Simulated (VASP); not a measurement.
# Which magnetic order does Fe2O3 (Hematite) take?

Is Fe2O3 (Hematite) a ferromagnet or an antiferromagnet at this level? The start is a cell from a database of measured crystal structures.

Program: VASP 6.6.1. Level of theory: r2SCAN, DFT+U (Fe d 5 eV), spin-polarised, from parallel moments; plane waves and PAW (Fe, O), in the first sound run; inputs show where later runs differ. Results are calculated unless marked as measured.

### Step 1. The structure

Symmetry: R-3c, No. 167, trigonal system. The conventional cell has a = 5.038 Å, b = 5.038 Å, c = 13.772 Å, α = 90.00°, β = 90.00°, γ = 120.00°. Fe has 6 O at 1.95 to 2.12 Å nearest. Nearest to O lie 4 Fe at 1.95 to 2.12 Å. Farther neighbours and most contacts between anions are not listed.

Structure file:

```cif
data_structure
_symmetry_space_group_name_H-M 'P 1'
_symmetry_Int_Tables_number 1
_cell_length_a 5.4346
_cell_length_b 5.4346
_cell_length_c 5.4346
_cell_angle_alpha 55.228
_cell_angle_beta 55.228
_cell_angle_gamma 55.228
_cell_volume 100.91
loop_
_atom_site_label
_atom_site_type_symbol
_atom_site_fract_x
_atom_site_fract_y
_atom_site_fract_z
_atom_site_occupancy
Fe1 Fe 0.35530 0.35530 0.35530 1
Fe2 Fe 0.14470 0.14470 0.14470 1
Fe3 Fe 0.64470 0.64470 0.64470 1
Fe4 Fe 0.85530 0.85530 0.85530 1
O5 O 0.55590 0.25000 0.94410 1
O6 O 0.25000 0.94410 0.55590 1
O7 O 0.94410 0.55590 0.25000 1
O8 O 0.44410 0.75000 0.05590 1
O9 O 0.75000 0.05590 0.44410 1
O10 O 0.05590 0.44410 0.75000 1
```

### Step 2. Magnetic order, start order fm, signs ++++

Each run starts from other signs of the moments at the same geometry and cutoff; gentle mixing helps it keep them. Any wave vector in a name is a fraction of the reciprocal vectors of the first cell as typed.

INCAR

```
SYSTEM = Fe2O3
PREC = Normal
ENCUT = 480
EDIFF = 1E-06
NELM = 150
ISMEAR = 0
SIGMA = 0.05
LREAL = .FALSE.
ALGO = Normal
METAGGA = R2SCAN
LASPH = .TRUE.
NBANDS = 49
ISPIN = 2
MAGMOM = 3 3 3 3 0 0 0 0 0 0
LDAU = .TRUE.
LDAUTYPE = 2
LDAUL = 2 -1
LDAUU = 5 0
LDAUJ = 0 0
LDAUPRINT = 1
LMAXMIX = 4
LORBIT = 11
LWAVE = .FALSE.
LCHARG = .TRUE.
KPAR = 2
AMIX = 0.2
BMIX = 1E-04
AMIX_MAG = 0.8
BMIX_MAG = 1E-04
```

POSCAR

```
Fe2O3
1.0
    2.5190000000      1.4543453281      4.5906666667
   -2.5190000000      1.4543453281      4.5906666667
    0.0000000000     -2.9086906562      4.5906666667
Fe O
4 6
Direct
    0.3553000000      0.3553000000      0.3553000000
    0.1447000000      0.1447000000      0.1447000000
    0.6447000000      0.6447000000      0.6447000000
    0.8553000000      0.8553000000      0.8553000000
    0.5559000000      0.2500000000      0.9441000000
    0.2500000000      0.9441000000      0.5559000000
    0.9441000000      0.5559000000      0.2500000000
    0.4441000000      0.7500000000      0.0559000000
    0.7500000000      0.0559000000      0.4441000000
    0.0559000000      0.4441000000      0.7500000000
```

KPOINTS

```
Automatic mesh
0
Gamma
4 4 4
0 0 0
```

Potentials, in the order of the species: Fe and O (PBE family, release 64).

Launch:

```sh
$ mpirun -np 2 vasp_std
```

Log:

```text
[banner, memory and clock lines left out]
running    2 mpi-ranks, on    1 nodes
 distrk:  each k-point on    1 cores,    2 groups
 distr:  one band on    1 cores,    1 groups

 POSCAR found type information on POSCAR FeO
 POSCAR found :  2 types and      10 ions
|                                                                             |
|               ----> ADVICE to this user running VASP <----                  |
|                                                                             |
|     You enforced a specific xc type in the INCAR file but a different       |
|     [... a line on the potential file left out ...]
|     I HOPE YOU KNOW WHAT YOU ARE DOING!                                     |
|                                                                             |

 LDA part: xc-table for (None), standard interpolation
 POSCAR, INCAR and KPOINTS ok, starting setup
 FFT: planning ... GRIDC
 FFT: planning ... GRID_SOFT
 FFT: planning ... GRID
 WAVECAR not read
 entering main loop
       N       E                     dE             d eps       ncg     rms          rms(c)
DAV:   1     0.772290470072E+03    0.77229E+03   -0.30402E+04  2548   0.160E+03
DAV:   2     0.741895723807E+01   -0.76487E+03   -0.69236E+03  2656   0.424E+02
DAV:   3    -0.130471313762E+03   -0.13789E+03   -0.13099E+03  2935   0.203E+02
DAV:   4    -0.136626624749E+03   -0.61553E+01   -0.61155E+01  3175   0.465E+01
DAV:   5    -0.136790978446E+03   -0.16435E+00   -0.16407E+00  3128   0.718E+00    0.570E+01
DAV:   6    -0.103537804814E+03    0.33253E+02   -0.57769E+01  3678   0.885E+01    0.600E+01
DAV:   7    -0.101900263856E+03    0.16375E+01   -0.22175E+01  3780   0.514E+01    0.598E+01
DAV:   8    -0.102723309357E+03   -0.82305E+00   -0.31971E+00  3306   0.210E+01    0.347E+01
DAV:   9    -0.102682945367E+03    0.40364E-01   -0.78794E+00  3657   0.455E+01    0.348E+01
DAV:  10    -0.102773306352E+03   -0.90361E-01   -0.25858E+00  3540   0.236E+01    0.129E+00
DAV:  11    -0.102793131781E+03   -0.19825E-01   -0.17355E-01  2746   0.300E+00    0.965E-01
DAV:  12    -0.102792421946E+03    0.70984E-03   -0.12344E-02  3038   0.657E-01    0.115E+00
DAV:  13    -0.102791840222E+03    0.58172E-03   -0.91193E-03  3235   0.610E-01    0.309E-01
DAV:  14    -0.102792698416E+03   -0.85819E-03   -0.17431E-03  3601   0.528E-01    0.192E-01
DAV:  15    -0.102793089807E+03   -0.39139E-03   -0.73719E-04  3242   0.336E-01    0.108E-01
DAV:  16    -0.102793129695E+03   -0.39888E-04   -0.23053E-04  3171   0.152E-01    0.695E-02
DAV:  17    -0.102793124512E+03    0.51833E-05   -0.62656E-05  3326   0.553E-02    0.179E-02
DAV:  18    -0.102793121560E+03    0.29520E-05   -0.26435E-06  2124   0.167E-02    0.178E-02
DAV:  19    -0.102793123069E+03   -0.15090E-05   -0.10810E-06  1503   0.113E-02    0.870E-03
DAV:  20    -0.102793123169E+03   -0.10011E-06   -0.80934E-07  1391   0.107E-02
   1 F= -.10279312E+03 E0= -.10279312E+03  d E =-.287644E-16  mag=    20.0000
```

Elapsed: 5 min, on 2 MPI ranks of AMD EPYC 7R43, shared host; peak memory 0.42 GiB; 9.9 min of CPU time.

Lines that name or quote the potential files are left out of all logs, and their timing lines are given in words.

Parts of OUTCAR (step 2):

```text
ion  position               nearest neighbor table
   1  0.355  0.355  0.355-   9 1.95  10 1.95   8 1.95   7 2.12   5 2.12   6 2.12   2 2.90   3 2.97
                             3 2.97   3 2.97
   2  0.145  0.145  0.145-   8 1.95  10 1.95   9 1.95   7 2.12   5 2.12   6 2.12   1 2.90   4 2.97
                             4 2.97   4 2.97
   3  0.645  0.645  0.645-   6 1.95   7 1.95   5 1.95  10 2.12   9 2.12   8 2.12   4 2.90   1 2.97
                             1 2.97   1 2.97
   4  0.855  0.855  0.855-   5 1.95   7 1.95   6 1.95  10 2.12   9 2.12   8 2.12   3 2.90   2 2.97
                             2 2.97   2 2.97
   5  0.556  0.250  0.944-   4 1.95   3 1.95   1 2.12   2 2.12
   6  0.250  0.944  0.556-   3 1.95   4 1.95   1 2.12   2 2.12
   7  0.944  0.556  0.250-   3 1.95   4 1.95   1 2.12   2 2.12
   8  0.444  0.750  0.056-   2 1.95   1 1.95   3 2.12   4 2.12
   9  0.750  0.056  0.444-   1 1.95   2 1.95   3 2.12   4 2.12
  10  0.056  0.444  0.750-   1 1.95   2 1.95   3 2.12   4 2.12

  LATTYP: Found a trigonal (rhomboedric) cell.
 ALAT       =     5.4345838643
 COS(alpha) =     0.5703114900

 Subroutine GETGRP returns: Found 12 space group operations
 (whereof  6 operations were pure point group operations)

The static configuration has the point symmetry S_6 .
 The point group associated with its full space group is D_3d.

 Found     13 irreducible k-points:

   k-points           NKPTS =     13   k-points in BZ     NKDIM =     13   number of bands    NBANDS=     49

   dimension x,y,z NGX =    30 NGY =   30 NGZ =   30
   dimension x,y,z NGXF=    60 NGYF=   60 NGZF=   60

   ENCUT  =  480.0 eV  35.28 Ry    5.94 a.u.   9.71  9.71  9.71*2*pi/ulx,y,z

   NELECT =      68.0000    total number of electrons

 k-points in reciprocal lattice and weights: Automatic mesh
   0.00000000  0.00000000  0.00000000       0.016
   0.25000000 -0.00000000  0.00000000       0.094
   0.50000000 -0.00000000  0.00000000       0.047
   0.25000000  0.25000000  0.00000000       0.094
   0.50000000  0.25000000  0.00000000       0.188
  -0.25000000  0.25000000  0.00000000       0.094
   0.50000000  0.50000000  0.00000000       0.047
   0.25000000  0.25000000  0.25000000       0.031
   0.50000000  0.25000000  0.25000000       0.094
  -0.25000000  0.25000000  0.25000000       0.094
   0.50000000  0.50000000  0.25000000       0.094
  -0.25000000  0.50000000  0.25000000       0.094
   0.50000000  0.50000000  0.50000000       0.016

atom =   1  type =  1  l = 2

 onsite density matrix

spin component  1

  1.0202 -0.0388  0.0000 -0.0058  0.0000
 -0.0388  1.0359 -0.0000 -0.0000 -0.0058
  0.0000 -0.0000  0.9902  0.0000  0.0000
 -0.0058 -0.0000  0.0000  1.0359  0.0388
  0.0000 -0.0058  0.0000  0.0388  1.0202

spin component  2

  0.1262 -0.0919  0.0000 -0.0174  0.0000
 -0.0919  0.1755 -0.0000  0.0000 -0.0174
  0.0000 -0.0000  0.0643  0.0000  0.0000
 -0.0174  0.0000  0.0000  0.1755  0.0919
  0.0000 -0.0174  0.0000  0.0919  0.1262

 occupancies and eigenvectors

  o =  0.0541  v =  0.0000  0.0000  0.0000  0.0000  0.0000 -0.1482 -0.0006 -0.0000 -0.6103  0.7782      0.0000  0.0000  0.0000  0.0000  0.0000  0.0000  0.0000  0.0000  0.0000  0.0000
  o =  0.0541  v =  0.0000  0.0000  0.0000  0.0000  0.0000 -0.7782 -0.6103  0.0000  0.0006 -0.1482      0.0000  0.0000  0.0000  0.0000  0.0000  0.0000  0.0000  0.0000  0.0000  0.0000
  o =  0.0643  v =  0.0000  0.0000  0.0000  0.0000  0.0000  0.0000 -0.0000 -1.0000  0.0000 -0.0000      0.0000  0.0000  0.0000  0.0000  0.0000  0.0000  0.0000  0.0000  0.0000  0.0000
  o =  0.2476  v =  0.0000  0.0000  0.0000  0.0000  0.0000  0.1136  0.0000 -0.0000 -0.7922 -0.5996      0.0000  0.0000  0.0000  0.0000  0.0000  0.0000  0.0000  0.0000  0.0000  0.0000
  o =  0.2476  v =  0.0000  0.0000  0.0000  0.0000  0.0000 -0.5996  0.7922 -0.0000  0.0000 -0.1136      0.0000  0.0000  0.0000  0.0000  0.0000  0.0000  0.0000  0.0000  0.0000  0.0000
  o =  0.9881  v = -0.1144 -0.0000 -0.0000 -0.6341  0.7648  0.0000  0.0000  0.0000  0.0000  0.0000      0.0000  0.0000  0.0000  0.0000  0.0000  0.0000  0.0000  0.0000  0.0000  0.0000
  o =  0.9881  v =  0.7648  0.6341 -0.0000 -0.0000  0.1144  0.0000  0.0000  0.0000  0.0000  0.0000      0.0000  0.0000  0.0000  0.0000  0.0000  0.0000  0.0000  0.0000  0.0000  0.0000
  o =  0.9902  v =  0.0000  0.0000  1.0000 -0.0000  0.0000  0.0000  0.0000  0.0000  0.0000  0.0000      0.0000  0.0000  0.0000  0.0000  0.0000  0.0000  0.0000  0.0000  0.0000  0.0000
  o =  1.0680  v =  0.0938 -0.0000 -0.0000 -0.7733 -0.6271  0.0000  0.0000  0.0000  0.0000  0.0000      0.0000  0.0000  0.0000  0.0000  0.0000  0.0000  0.0000  0.0000  0.0000  0.0000
  o =  1.0680  v = -0.6271  0.7733 -0.0000 -0.0000 -0.0938  0.0000  0.0000  0.0000  0.0000  0.0000      0.0000  0.0000  0.0000  0.0000  0.0000  0.0000  0.0000  0.0000  0.0000  0.0000

atom =   2  type =  1  l = 2

 onsite density matrix

spin component  1

  1.0202  0.0388 -0.0000 -0.0058 -0.0000
  0.0388  1.0359 -0.0000  0.0000 -0.0058
 -0.0000 -0.0000  0.9902 -0.0000  0.0000
 -0.0058  0.0000 -0.0000  1.0359 -0.0388
 -0.0000 -0.0058  0.0000 -0.0388  1.0202

spin component  2

  0.1262  0.0919 -0.0000 -0.0174 -0.0000
  0.0919  0.1755 -0.0000 -0.0000 -0.0174
 -0.0000 -0.0000  0.0643 -0.0000  0.0000
 -0.0174 -0.0000 -0.0000  0.1755 -0.0919
 -0.0000 -0.0174  0.0000 -0.0919  0.1262

 occupancies and eigenvectors

  o =  0.0541  v =  0.0000  0.0000  0.0000  0.0000  0.0000 -0.1483  0.0007  0.0000 -0.6103 -0.7782      0.0000  0.0000  0.0000  0.0000  0.0000  0.0000  0.0000  0.0000  0.0000  0.0000
  o =  0.0541  v =  0.0000  0.0000  0.0000  0.0000  0.0000 -0.7782  0.6103 -0.0000  0.0007  0.1483      0.0000  0.0000  0.0000  0.0000  0.0000  0.0000  0.0000  0.0000  0.0000  0.0000
  o =  0.0643  v =  0.0000  0.0000  0.0000  0.0000  0.0000 -0.0000 -0.0000 -1.0000 -0.0000 -0.0000      0.0000  0.0000  0.0000  0.0000  0.0000  0.0000  0.0000  0.0000  0.0000  0.0000
  o =  0.2476  v =  0.0000  0.0000  0.0000  0.0000  0.0000  0.1136  0.0001  0.0000 -0.7922  0.5996      0.0000  0.0000  0.0000  0.0000  0.0000  0.0000  0.0000  0.0000  0.0000  0.0000
  o =  0.2476  v =  0.0000  0.0000  0.0000  0.0000  0.0000 -0.5996 -0.7922  0.0000 -0.0001  0.1136      0.0000  0.0000  0.0000  0.0000  0.0000  0.0000  0.0000  0.0000  0.0000  0.0000
  o =  0.9881  v = -0.1145  0.0000  0.0000 -0.6341 -0.7648  0.0000  0.0000  0.0000  0.0000  0.0000      0.0000  0.0000  0.0000  0.0000  0.0000  0.0000  0.0000  0.0000  0.0000  0.0000
  o =  0.9881  v = -0.7648  0.6341 -0.0000  0.0000  0.1145  0.0000  0.0000  0.0000  0.0000  0.0000      0.0000  0.0000  0.0000  0.0000  0.0000  0.0000  0.0000  0.0000  0.0000  0.0000
[...]
onsite density matrix

spin component  1

spin component  2

 occupancies and eigenvectors

  o =  0.0541  v =  0.0000  0.0000  0.0000  0.0000  0.0000 -0.1474 -0.0001  0.0000 -0.6103 -0.7784      0.0000  0.0000  0.0000  0.0000  0.0000  0.0000  0.0000  0.0000  0.0000  0.0000
  o =  0.0541  v =  0.0000  0.0000  0.0000  0.0000  0.0000 -0.7784  0.6103 -0.0000 -0.0001  0.1474      0.0000  0.0000  0.0000  0.0000  0.0000  0.0000  0.0000  0.0000  0.0000  0.0000
  o =  0.0643  v =  0.0000  0.0000  0.0000  0.0000  0.0000 -0.0000 -0.0000 -1.0000 -0.0000 -0.0000      0.0000  0.0000  0.0000  0.0000  0.0000  0.0000  0.0000  0.0000  0.0000  0.0000
  o =  0.2476  v =  0.0000  0.0000  0.0000  0.0000  0.0000  0.1135 -0.0002  0.0000 -0.7922  0.5996      0.0000  0.0000  0.0000  0.0000  0.0000  0.0000  0.0000  0.0000  0.0000  0.0000
  o =  0.2476  v =  0.0000  0.0000  0.0000  0.0000  0.0000 -0.5996 -0.7922  0.0000  0.0002  0.1135      0.0000  0.0000  0.0000  0.0000  0.0000  0.0000  0.0000  0.0000  0.0000  0.0000
  o =  0.9881  v = -0.1145  0.0000  0.0000 -0.6341 -0.7648  0.0000  0.0000  0.0000  0.0000  0.0000      0.0000  0.0000  0.0000  0.0000  0.0000  0.0000  0.0000  0.0000  0.0000  0.0000
  o =  0.9881  v = -0.7648  0.6341 -0.0000  0.0000  0.1145  0.0000  0.0000  0.0000  0.0000  0.0000      0.0000  0.0000  0.0000  0.0000  0.0000  0.0000  0.0000  0.0000  0.0000  0.0000
  o =  0.9902  v = -0.0000 -0.0000 -1.0000 -0.0000 -0.0000  0.0000  0.0000  0.0000  0.0000  0.0000      0.0000  0.0000  0.0000  0.0000  0.0000  0.0000  0.0000  0.0000  0.0000  0.0000
  o =  1.0680  v =  0.0939  0.0001  0.0000 -0.7733  0.6271  0.0000  0.0000  0.0000  0.0000  0.0000      0.0000  0.0000  0.0000  0.0000  0.0000  0.0000  0.0000  0.0000  0.0000  0.0000
  o =  1.0680  v = -0.6271 -0.7733  0.0000 -0.0001  0.0939  0.0000  0.0000  0.0000  0.0000  0.0000      0.0000  0.0000  0.0000  0.0000  0.0000  0.0000  0.0000  0.0000  0.0000  0.0000

 average (electrostatic) potential at core
       1 -52.9172       2 -52.9172       3 -52.9172       4 -52.9172       5 -73.9990
       6 -73.9990       7 -73.9990       8 -73.9990       9 -73.9990      10 -73.9990

 E-fermi :   3.4719

 spin component 1
 k-point     1 :       0.0000    0.0000    0.0000
  band No.  band energies     occupation
    ...
     40       2.4608      1.00000
     41       2.7045      1.00000
     42       2.7045      1.00000
     43       3.1964      1.00000
     44       3.1964      1.00000
     45       8.4197      0.00000
     46      12.4275      0.00000
     47      14.4518      0.00000
     48      14.8804      0.00000
     49      15.5008      0.00000

 k-point     2 :       0.2500   -0.0000    0.0000
  band No.  band energies     occupation
    ...
     40       2.5151      1.00000
     41       2.7162      1.00000
     42       2.8048      1.00000
     43       2.8193      1.00000
     44       2.9805      1.00000
     45       9.6022      0.00000
     46      13.2945      0.00000
     47      13.6484      0.00000
     48      13.8113      0.00000
     49      14.3609      0.00000

 k-point     3 :       0.5000   -0.0000    0.0000
  band No.  band energies     occupation
    ...
     40       2.1029      1.00000
     41       2.3766      1.00000
     42       2.3766      1.00000
     43       2.9217      1.00000
     44       2.9217      1.00000
     45      11.7771      0.00000
     46      11.7771      0.00000
     47      13.2097      0.00000
     48      13.2097      0.00000
     49      14.9870      0.00000

 k-point     4 :       0.2500    0.2500    0.0000
  band No.  band energies     occupation
    ...
     40       2.4871      1.00000
     41       2.6442      1.00000
     42       2.7135      1.00000
     43       2.7813      1.00000
     44       3.1027      1.00000
     45       9.8731      0.00000
     46      13.1731      0.00000
     47      13.8702      0.00000
     48      13.9652      0.00000
     49      14.4173      0.00000

 k-point     5 :       0.5000    0.2500    0.0000
  band No.  band energies     occupation
    ...
     40       2.4902      1.00000
     41       2.5634      1.00000
     42       2.8130      1.00000
     43       2.8377      1.00000
     44       2.9734      1.00000
     45      11.4526      0.00000
     46      12.7127      0.00000
     47      13.1127      0.00000
     48      13.6951      0.00000
     49      14.0254      0.00000

 k-point     6 :      -0.2500    0.2500    0.0000
  band No.  band energies     occupation
    ...
     40       2.2376      1.00000
     41       2.4708      1.00000
     42       2.8468      1.00000
     43       2.9499      1.00000
     44       3.0344      1.00000
     45      10.9650      0.00000
     46      12.7615      0.00000
     47      13.0134      0.00000
     48      13.8457      0.00000
     49      14.0857      0.00000

  Total        1.0705702      1.0705702     -1.3522594      0.0000000      0.0000000      0.0000000
  in kB       16.9982026     16.9982026    -21.4707823      0.0000000      0.0000000      0.0000000
  external PRESSURE =       4.1752076 kB  Pullay stress =       0.0000000 kB

  energy-cutoff  :      480.00
  volume of cell :      100.91
      direct lattice vectors                 reciprocal lattice vectors
     2.519000000  1.454345328  4.590666667     0.198491465  0.114599101  0.072611095
    -2.519000000  1.454345328  4.590666667    -0.198491465  0.114599101  0.072611095
     0.000000000 -2.908690656  4.590666667     0.000000000 -0.229198201  0.072611095

 POSITION                                       TOTAL-FORCE (eV/Angst)
 -----------------------------------------------------------------------------------
      0.00000      0.00000      4.89319        -0.000000     -0.000000     -0.500954
      0.00000      0.00000      1.99281        -0.000000     -0.000000      0.500954
      0.00000      0.00000      8.87881        -0.000000     -0.000000      0.500954
      0.00000      0.00000     11.77919        -0.000000     -0.000000     -0.500954
      0.77056     -1.57404      8.03367        -0.117054     -0.202743     -0.000000
     -1.74844      0.11969      8.03367        -0.117054      0.202743     -0.000000
      0.97788      1.45435      8.03367         0.234107     -0.000000     -0.000000
     -0.77056      1.57404      5.73833         0.117054      0.202743     -0.000000
      1.74844     -0.11969      5.73833         0.117054     -0.202743     -0.000000
     -0.97788     -1.45435      5.73833        -0.234107     -0.000000     -0.000000
 -----------------------------------------------------------------------------------
    total drift:                               -0.000000      0.000000     -0.000000

  FREE ENERGIE OF THE ION-ELECTRON SYSTEM (eV)
  ---------------------------------------------------
  free  energy   TOTEN  =      -102.7931231687 eV

  energy  without entropy=     -102.7931231687  energy(sigma->0) =     -102.79312317

 total charge
# of ion       s       p       d       tot
------------------------------------------
    1        0.386   0.578   5.742   6.707
    2        0.386   0.578   5.742   6.707
    3        0.386   0.578   5.742   6.707
    4        0.386   0.578   5.742   6.707
    5        1.565   3.540   0.000   5.105
    6        1.565   3.540   0.000   5.105
    7        1.565   3.540   0.000   5.105
    8        1.565   3.540   0.000   5.105
    9        1.565   3.540   0.000   5.105
   10        1.565   3.540   0.000   5.105
--------------------------------------------------
tot         10.936  23.551  22.969  57.455

 magnetization (x)
# of ion       s       p       d       tot
------------------------------------------
    1        0.028   0.038   4.427   4.493
    2        0.028   0.038   4.427   4.493
    3        0.028   0.038   4.427   4.493
    4        0.028   0.038   4.427   4.493
    5        0.021   0.291   0.000   0.312
    6        0.021   0.291   0.000   0.312
    7        0.021   0.291   0.000   0.312
    8        0.021   0.291   0.000   0.312
    9        0.021   0.291   0.000   0.312
   10        0.021   0.291   0.000   0.312
--------------------------------------------------
tot          0.235   1.900  17.706  19.842

[... 6 further parts left out ...]
```

The magnetic state follows from one typed start and may not be the lowest. The gap is read on the k-mesh alone, so it is an upper bound where the band edges lie off the mesh. The PAW data sets were made with PBE, which is usual practice but a small mismatch for other functionals.

A gap read on the k-mesh alone can miss the band edges.

Numbers from this step:

- electronic cycles: 20
- electrons: 68
- free energy (TOTEN): -102.7931 eV
- Fermi energy: 3.472 eV
- moment of the cell, from the last line of the log: 20 μB
- labelled metallic, from the levels on this mesh: no
- gap on the k-mesh: 2.583 eV
- least direct gap on the k-mesh: 2.745 eV

Spin moment in the PAW sphere by atom:

| atom | spin moment in the PAW sphere (μB) |
| --- | --- |
| Fe1 | 4.49 |
| Fe2 | 4.49 |
| Fe3 | 4.49 |
| Fe4 | 4.49 |
| O5 | 0.31 |
| O6 | 0.31 |
| O7 | 0.31 |
| O8 | 0.31 |
| O9 | 0.31 |
| O10 | 0.31 |

[end of part 1 of 5]

[Lines on the potential files, build, host, timing and source positions are cut from VASP's logs without a mark.]

[Logs are printed without paths, hosts, clocks, repeated set-up lines and the standing remarks that a program may print on its own settings, such as how far it seeks lower states.]

[Hosts, paths, dates, database ids (printed as entryN), source tags and the programs' standing remarks are cut or masked in the printed files.]

[In band tables of VASP the shares of atoms and orbitals are scaled to a sum of 1 inside the atoms' spheres.]

[Runs that stopped without an error message from VASP are left out.]
